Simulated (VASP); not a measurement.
Data:

```yaml
crystal:
  lattice:
    - [-1.36601, 1.36601, 1.36601]
    - [1.36601, -1.36601, 1.36601]
    - [1.36601, 1.36601, -1.36601]
  atoms:
    - { symbol: Fe, position: [0.00000, 0.00000, 0.00000], spin: 2.0 }
```

Method: MS2 meta-GGA, VASP's PBE PAW potentials (set 64) (plane waves; VASP). Settings: 520 eV cut-off, 18×18×18 Γ-centred mesh, first-order Methfessel-Paxton smearing of 0.10 eV, potentials Fe.

Give the stress tensor in GPa (positive for a compressed cell).

```
17.02   0.00   0.00
 0.00  17.02   0.00
 0.00   0.00  17.02
```
The pressure is its mean diagonal, 17.02 GPa.

The compound is Fe in the bcc structure. This cell is one point of a volume scan, at 0.94 of the reference volume.
